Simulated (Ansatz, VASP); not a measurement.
# HfB2: VASP beside Ansatz, part 2 of 2

One calculation is typed for both programs; each brings its own data sets. How far apart do they land? Of the first pair: The structure shown is the end of the Ansatz relaxation below.

VASP 6.6.1 and Ansatz 0.2.0.

So far. Step 3 (VASP: single point, PBEsol): The run ends at a pressure of -13.78 GPa.

## Step 5: Ansatz: zone-centre phonons, PBEsol

Level of this step: Ansatz beside VASP: Kohn-Sham DFT, plane waves, PBEsol (Ansatz).

Second derivatives magnify differences that forces hide, and they need a tight electronic threshold. The cell compared in this pair holds 26.27 Å³, against 30.95 Å³ for the pair before.

The cell is taken from a series of runs on this material, whose earlier steps may have relaxed, scaled, displaced or heated it; both programs get it as it stands.

File input.yaml:

```yaml
crystal:
  lattice:
    - [3.0267262055, 0.0, 0.0]
    - [-1.5133631028, 2.6212217843, 0.0]
    - [0.0, 0.0, 3.3117824998]
  atoms:
    - { symbol: B, position: [0.3333333333, 0.6666666667, 0.5] }
    - { symbol: B, position: [0.6666666667, 0.3333333333, 0.5] }
    - { symbol: Hf, position: [0.0, 0.0, 0.0] }
kpoints:
  mp_grid: { grid: [15, 15, 12] }
hamiltonian:
  xc: pbesol
  pseudopotentials: { kind: paw, azcp: { folder: soft_1 }, xc_functional: pbe }
scf:
  occupations: { method: methfessel_paxton, width: 0.2 }
output:
  eigenvalues: true
phonons:
  method: dfpt
```

Command:

```bash
ansatz run input.yaml --threads 4 --pin off --max-ram 10240MiB --backend cpu --events-out ev --progress --plain --runs-dir out
```

Numbers of over 12 decimals in the logs are rounded to 6 here.

What it wrote:

```text
zone centre: on kpoints.mp_grid the ground state, and the responses unless they are solved on pairs of k-points, stand on 448 of the mesh's 2700 k-points, reduced under 4 symmetry operations, with k and −k counted as one. Each operation leaves every solved displacement unchanged or reverses it
[...]
Crystal: 3 atoms, lattice volume = 26.275 Å³
[...]
k mesh reduced under 4 symmetry operations, with k and −k counted as one. Each operation leaves every solved displacement unchanged or reverses it
  ASR residual: 2.471e-5 → 0.000e0 eV/Å²; symmetrization residual: 8.539e-7 eV/Å²
  ASR residual per site (eV/Å²): 7.63e-6 7.63e-6 2.47e-5
  Γ frequencies (cm⁻¹): 0.00 0.00 0.00 518.96 518.96 572.36 633.24 939.17 939.17
  non-analytic LO–TO correction: not included (Born effective charges unavailable; polar crystals: no LO–TO splitting at Γ)
[key lines of the parts left out:]
SCF converged after 10 iterations
Free energy (F): -15907.101410 eV
Fermi energy:    21.576592 eV
```

## Step 6: VASP: zone-centre phonons, PBEsol

The same cell, functional, mesh and smearing now go to VASP, with its own data sets.

File INCAR:

```
SYSTEM = HfB2
PREC = Accurate
ENCUT = 500
EDIFF = 1E-08
NELM = 120
ISMEAR = 1
SIGMA = 0.2
LREAL = .FALSE.
ALGO = Normal
GGA = PS
NBANDS = 14
LASPH = .TRUE.
LORBIT = 11
LWAVE = .FALSE.
LCHARG = .FALSE.
ISIF = 2
IBRION = 8
GGA_COMPAT = .FALSE.
KPAR = 2
```

File POSCAR:

```
HfB2
1.0
    3.0267262055      0.0000000000      0.0000000000
   -1.5133631028      2.6212217843      0.0000000000
    0.0000000000      0.0000000000      3.3117824998
B Hf
2 1
Direct
    0.3333333333      0.6666666667      0.5000000000
    0.6666666667      0.3333333333      0.5000000000
    0.0000000000      0.0000000000      0.0000000000
```

File KPOINTS:

```
Automatic mesh
0
Gamma
15 15 12
0 0 0
```

The projector-augmented-wave data sets are B and Hf_pv (PBE family, release 64).

Command:

```bash
mpirun -np 2 vasp_std
```

What it wrote:

```text
[banner, memory and clock lines left out]
running    2 mpi-ranks, on    1 nodes
[...]
[... a notice as in an earlier step ...]

 LDA part: xc-table for (Slater+PW92), standard interpolation
 POSCAR, INCAR and KPOINTS ok, starting setup
[...]
entering main loop
       N       E                     dE             d eps       ncg     rms          rms(c)
DAV:   1     0.275225779575E+02    0.27523E+02   -0.80873E+03  5300   0.107E+03
DAV:   2    -0.284653757511E+02   -0.55988E+02   -0.52639E+02  6782   0.229E+02
DAV:   3    -0.299183928306E+02   -0.14530E+01   -0.14445E+01  7038   0.279E+01
DAV:   4    -0.299240543966E+02   -0.56616E-02   -0.56583E-02  6072   0.208E+00
[...]
DAV:  14    -0.275773352375E+02   -0.16439E-07   -0.30613E-08  6318   0.150E-03    0.316E-03
DAV:  15    -0.275773352600E+02   -0.22498E-07   -0.36412E-09  2946   0.537E-04    0.598E-04
DAV:  16    -0.275773352599E+02    0.67757E-10   -0.35024E-10  2796   0.171E-04
   1 F= -.27577335E+02 E0= -.27577397E+02  d E =0.184945E-03
[...]
RMM:  11    -0.197452174231E+00    0.20820E-08   -0.29713E-07 28479   0.223E-05    0.285E-05
RMM:  12    -0.197452204333E+00   -0.30102E-07   -0.14040E-07 26399   0.109E-05    0.202E-06
RMM:  13    -0.197452197985E+00    0.63478E-08   -0.57080E-08 20997   0.517E-06    0.709E-06
 first order change of Fermi-energy   0.74696E-04
 force on displaced ion       3 direction 1 : -19.257   0.000   0.000
 Linear response progress:
  Degree of freedom:   4/  4
       N       E                     dE             d eps       ncg     rms          rms(c)
RMM:   1    -0.225871931129E+00   -0.22587E+00    0.46897E+00  6083   0.127E+01
RMM:   2    -0.221851358122E+00    0.40206E-02   -0.36677E-02  8144   0.130E+00    0.102E+00
RMM:   3    -0.221333893295E+00    0.51746E-03   -0.20138E-03 10374   0.206E-01    0.519E-01
RMM:   4    -0.220925466552E+00    0.40843E-03   -0.25109E-04 10046   0.833E-02    0.167E-01
[...]
RMM:  14    -0.220666286408E+00    0.59284E-08    0.35098E-07  8247   0.615E-06    0.428E-06
RMM:  15    -0.220666274915E+00    0.11493E-07    0.17342E-07  9158   0.418E-06    0.111E-06
RMM:  16    -0.220666277047E+00   -0.21314E-08    0.81864E-08  6382   0.224E-06    0.461E-07
 first order change of Fermi-energy   0.23102E-04
 force on displaced ion       3 direction 3 :   0.000   0.000 -23.425
 Linear response finished
```

Parts of OUTCAR (step 6):

```text
  Total        5.5696924      5.5696924      5.7110234     -0.0000000      0.0000000      0.0000000
  in kB      339.6276802    339.6276802    348.2457358     -0.0000000      0.0000000      0.0000000
  external PRESSURE =     342.5003654 kB  Pullay stress =       0.0000000 kB

 POSITION                                       TOTAL-FORCE (eV/Angst)
 -----------------------------------------------------------------------------------
     -0.00000      1.74748      1.65589        -0.000000      0.000000      0.000000
      1.51336      0.87374      1.65589         0.000000      0.000000     -0.000000
      0.00000      0.00000      0.00000        -0.000000      0.000000      0.000000
 -----------------------------------------------------------------------------------
    total drift:                               -0.000000      0.000000      0.000000

[... 1 part as in an earlier step ...]

[... 1 further part left out ...]
```

## Step 7: Differences

What differs besides the data sets and the points named for the pairs above, as far as they apply: the data sets hold 32 valence electrons in Ansatz (on its PAW soft_1 files) and 16 in VASP. Total energies have different zeros and are not compared.

Compared:

| quantity | Ansatz | VASP | difference |
| --- | --- | --- | --- |
| optical mode 1 to 2 (cm⁻¹) | 519.0 | 521.1 | -0.40 % |
| optical mode 3 (cm⁻¹) | 572.4 | 574.6 | -0.40 % |
| optical mode 4 (cm⁻¹) | 633.2 | 635.7 | -0.39 % |
| optical mode 5 to 6 (cm⁻¹) | 939.2 | 945.1 | -0.63 % |

Modes are paired by rising frequency, not by their patterns, so a pair may set unlike modes beside each other; they are those without the splitting of longitudinal modes.

## Step 8: Summary of results

| Quantity | Value |
| --- | --- |
| difference in pressure (single point, PBEsol) | 0.22 GPa |
| r.m.s. difference of the optical zone-centre modes, each program's sorted by frequency (zone-centre phonons, PBEsol) | 3.9 cm⁻¹ |
| difference in optical mode 5 to 6 (zone-centre phonons, PBEsol) | -0.6 % |

What this shows: The difference in pressure is 0.22 GPa (single point, PBEsol), within the 1 GPa picked in this series as the mark of a large difference. The data sets hold unlike numbers of valence electrons (32 in Ansatz and 16 in VASP), so part of the differences comes from the potentials. Among the rows given in per cent, the largest difference of the zone-centre phonons, PBEsol pair is in optical mode 5 to 6, -0.6 %. Such differences can come from data sets, numerical settings and the points named under the comparisons, not from the functional's error against experiment.

[Lines on the potential files, build, host, timing and source positions are cut from VASP's logs without a mark.]

[Logs are printed without paths, hosts, clocks, repeated set-up lines and the standing remarks that a program may print on its own settings, such as how far it seeks lower states.]

[Hosts, paths, dates, database ids (printed as entryN), source tags and the programs' standing remarks are cut or masked in the printed files.]
